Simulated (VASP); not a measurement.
SnO2 (rutile): the lattice constant a from VASP (plane waves, PAW) at several levels of theory. Static lattice. The measured value holds thermal and zero-point effects that the static calculation lacks.

```tsv
level	lattice constant a (Å)	error against measurement
LDA	4.731	-0.1 %
PBE	4.835	+2.1 %
PBEsol	4.774	+0.8 %
revPBE	4.868	+2.8 %
PW91	4.830	+2.0 %
PBE-D3 (zero damping)	4.811	+1.5 %
optB86b-vdW	4.793	+1.2 %
vdW-DF2	4.901	+3.5 %
vdW-DF-cx	4.779	+0.9 %
TPSS	4.810	+1.5 %
SCAN	4.766	+0.6 %
r2SCAN	4.768	+0.6 %
```

Measured: 4.737 Å (as given by Zenji Hiroi, Progress in Solid State Chemistry (2015), arXiv:1503.02262).

The cell of the LDA run:

```
SnO2
1.0
    4.73107     0.00000     0.00000
    0.00000     4.73107     0.00000
    0.00000     0.00000     3.19767
Sn O
2 4
Cartesian
  0.00000   0.00000   0.00000
  2.36554   2.36554   1.59883
  1.44763   1.44763   0.00000
  3.81317   0.91791   1.59883
  0.91791   3.81317   1.59883
  3.28344   3.28344   0.00000
```

Only levels that ran to the end are used. Left out are those held back, those with too coarse a band path, GW runs whose mesh misses a band edge, hybrids' fits of cells that aren't cubic and levels without matching references; a question may draw on a part of the rest.

The compound is SnO2 in the rutile structure.
